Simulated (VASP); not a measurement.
Computed with r2SCAN meta-GGA, VASP's PBE PAW potentials (set 64) (plane waves; VASP).

A VASP calculation is set up with these files.

**INCAR**
```
SYSTEM = LiCl
PREC = Accurate
ENCUT = 520
EDIFF = 1E-7
NELM = 100
ALGO = Normal
LREAL = .FALSE.
LASPH = .TRUE.
ISMEAR = 0
SIGMA = 0.05
METAGGA = R2SCAN
LMIXTAU = .TRUE.
LWAVE = .FALSE.
LCHARG = .FALSE.
ISIF = 2
```

KPOINTS:
```
Automatic mesh
0
Gamma
9 9 9
0 0 0
```

File POSCAR:
```
LiCl
1.0
  0.0000000000   2.5458048415   2.5458048415
  2.5458048415   0.0000000000   2.5458048415
  2.5458048415   2.5458048415   0.0000000000
Li Cl
1 1
Cartesian
  0.0000000000   0.0000000000   0.0000000000
  2.5458048415   2.5458048415   2.5458048415
```

POTCAR, in this order: Li_sv Cl (PBE.64 set). Program: vasp_std.

Output

File OUTCAR:
```
 ion  position               nearest neighbor table
   1  0.000  0.000  0.000-   2 2.55   2 2.55   2 2.55   2 2.55   2 2.55   2 2.55
   2  0.500  0.500  0.500-   1 2.55   1 2.55   1 2.55   1 2.55   1 2.55   1 2.55
  LATTYP: Found a face centered cubic cell.
 ALAT       =     5.0916096830
 Subroutine PRICEL returns:
 Original cell was already a primitive cell.
 Subroutine GETGRP returns: Found 48 space group operations
The static configuration has the point symmetry O_h .
The dynamic configuration has the point symmetry O_h .
 Subroutine INISYM returns: Found 48 space group operations
 Subroutine IBZKPT returns following result:
 Found     35 irreducible k-points:

 Following reciprocal coordinates:
            Coordinates               Weight
  0.000000  0.000000  0.000000      1.000000
  0.111111  0.000000  0.000000      8.000000
  0.222222  0.000000  0.000000      8.000000
  0.333333  0.000000  0.000000      8.000000
  0.444444  0.000000  0.000000      8.000000
  0.111111  0.111111  0.000000      6.000000
  0.222222  0.111111  0.000000     24.000000
  0.333333  0.111111  0.000000     24.000000
  0.444444  0.111111  0.000000     24.000000
 -0.444444  0.111111  0.000000     24.000000
 -0.333333  0.111111  0.000000     24.000000
 -0.222222  0.111111  0.000000     24.000000
 -0.111111  0.111111  0.000000     12.000000
  0.222222  0.222222  0.000000      6.000000
  0.333333  0.222222  0.000000     24.000000
  0.444444  0.222222  0.000000     24.000000
 -0.444444  0.222222  0.000000     24.000000
 -0.333333  0.222222  0.000000     24.000000
 -0.222222  0.222222  0.000000     12.000000
  0.333333  0.333333  0.000000      6.000000
  0.444444  0.333333  0.000000     24.000000
 -0.444444  0.333333  0.000000     24.000000
 -0.333333  0.333333  0.000000     12.000000
  0.444444  0.444444  0.000000      6.000000
 -0.444444  0.444444  0.000000     12.000000
  0.333333  0.222222  0.111111     24.000000
  0.444444  0.222222  0.111111     48.000000
 -0.444444  0.222222  0.111111     48.000000
  0.444444  0.333333  0.111111     24.000000
 -0.444444  0.333333  0.111111     48.000000
 -0.333333  0.333333  0.111111     48.000000
 -0.222222  0.333333  0.111111     24.000000
 -0.444444  0.444444  0.111111     24.000000
 -0.333333  0.444444  0.111111     24.000000
 -0.333333  0.444444  0.222222     24.000000
   k-points           NKPTS =     35   k-points in BZ     NKDIM =     35   number of bands    NBANDS=      9
   number of dos      NEDOS =    301   number of ions     NIONS =      2
   total plane-waves  NPLWV =  21952
   dimension x,y,z NGX =    28 NGY =   28 NGZ =   28
   dimension x,y,z NGXF=    56 NGYF=   56 NGZF=   56
   ions per type =               1   1
   PREC   = accura    normal or accurate (medium, high low for compatibility)
   ISTART =      0    job   : 0-new  1-cont  2-samecut
   ICHARG =      2    charge: 1-file 2-atom 10-const
   ISPIN  =      1    spin polarized calculation?
   LNONCOLLINEAR =      F non collinear calculations
   LSORBIT =      F    spin-orbit coupling
   INIWAV =      1    electr: 0-lowe 1-rand  2-diag
   ENCUT  =  520.0 eV  38.22 Ry    6.18 a.u.   6.69  6.69  6.69*2*pi/ulx,y,z
   NELM   =    100;   NELMIN=  2; NELMDL= -5     # of ELM steps
   EDIFF  = 0.1E-06   stopping-criterion for ELM
   LREAL  =      F    real-space projection
   NLSPLINE    = F    spline interpolate recip. space projectors
   LMAXMIX     =    2 max onsite mixed and CHGCAR
   VOSKOWN=      0    Vosko Wilk Nusair interpolation
   EDIFFG = 0.1E-05   stopping-criterion for IOM
   NSW    =      0    number of steps for IOM
   NBLOCK =      1;   KBLOCK =      1    inner block; outer block
   IBRION =     -1    ionic relax: 0-MD 1-quasi-New 2-CG
...
```

File OSZICAR:
```
       N       E                     dE             d eps       ncg     rms          rms(c)
DAV:   1     0.378058795047E+02    0.37806E+02   -0.43823E+03   638   0.106E+03
DAV:   2    -0.125760292629E+02   -0.50382E+02   -0.48194E+02   891   0.168E+02
DAV:   3    -0.145213396079E+02   -0.19453E+01   -0.19427E+01   713   0.392E+01
DAV:   4    -0.145751587169E+02   -0.53819E-01   -0.53727E-01  1029   0.631E+00
DAV:   5    -0.145754435483E+02   -0.28483E-03   -0.28479E-03   778   0.444E-01    0.261E+00
DAV:   6    -0.124940296814E+02    0.20814E+01   -0.62006E-01   919   0.781E+00    0.284E+00
DAV:   7    -0.125464377380E+02   -0.52408E-01   -0.22910E-01   776   0.565E+00    0.362E-01
DAV:   8    -0.126440045745E+02   -0.97567E-01   -0.20135E-01   630   0.555E+00    0.902E-01
DAV:   9    -0.125402854499E+02    0.10372E+00   -0.48624E-02   726   0.308E+00    0.814E-01
DAV:  10    -0.125728467853E+02   -0.32561E-01   -0.17963E-02   797   0.185E+00    0.148E-01
DAV:  11    -0.125881788320E+02   -0.15332E-01   -0.79687E-03   632   0.138E+00    0.738E-02
DAV:  12    -0.125855862917E+02    0.25925E-02   -0.16940E-03   683   0.582E-01    0.120E-01
DAV:  13    -0.125884954184E+02   -0.29091E-02   -0.21666E-03   636   0.639E-01    0.101E-02
DAV:  14    -0.125885363456E+02   -0.40927E-04   -0.11800E-04   677   0.161E-01    0.160E-02
DAV:  15    -0.125885441133E+02   -0.77676E-05   -0.18984E-05   707   0.657E-02    0.880E-03
DAV:  16    -0.125885051971E+02    0.38916E-04   -0.12802E-05   659   0.571E-02    0.166E-03
DAV:  17    -0.125885288781E+02   -0.23681E-04   -0.25645E-06   691   0.255E-02    0.186E-03
DAV:  18    -0.125885325985E+02   -0.37205E-05   -0.14199E-07   976   0.594E-03    0.849E-04
DAV:  19    -0.125885381378E+02   -0.55392E-05   -0.73418E-08   670   0.383E-03    0.212E-04
DAV:  20    -0.125885368333E+02    0.13045E-05   -0.68755E-09   355   0.123E-03    0.915E-05
DAV:  21    -0.125885369391E+02   -0.10577E-06   -0.99070E-10   350   0.471E-04    0.441E-05
DAV:  22    -0.125885370878E+02   -0.14874E-06   -0.49953E-10   347   0.360E-04    0.777E-06
DAV:  23    -0.125885371202E+02   -0.32346E-07   -0.64897E-11   345   0.105E-04
   1 F= -.12588537E+02 E0= -.12588537E+02  d E =-.624520E-24
```

**OUTCAR**
```
------------------------ aborting loop because EDIFF is reached ----------------------------------------
  FORCE on cell =-STRESS in cart. coord.  units (eV):
  Direction    XX          YY          ZZ          XY          YZ          ZX
  --------------------------------------------------------------------------------------
  Total       -0.0016319     -0.0016319     -0.0016319     -0.0000000      0.0000000     -0.0000000
  in kB       -0.0792338     -0.0792338     -0.0792338     -0.0000000      0.0000000     -0.0000000
  external PRESSURE =      -0.0792338 kB  Pullay stress =       0.0000000 kB
  volume of cell :       33.00
      direct lattice vectors                 reciprocal lattice vectors
     0.000000000  2.545804841  2.545804841    -0.196401543  0.196401543  0.196401543
     2.545804841  0.000000000  2.545804841     0.196401543 -0.196401543  0.196401543
     2.545804841  2.545804841  0.000000000     0.196401543  0.196401543 -0.196401543
  FREE ENERGIE OF THE ION-ELECTRON SYSTEM (eV)
  ---------------------------------------------------
  free  energy   TOTEN  =       -12.5885371202 eV

  energy  without entropy=      -12.5885371202  energy(sigma->0) =      -12.58853712
```
(Selected blocks of OUTCAR.)

The compound is LiCl in the rock salt structure. It was relaxed first.
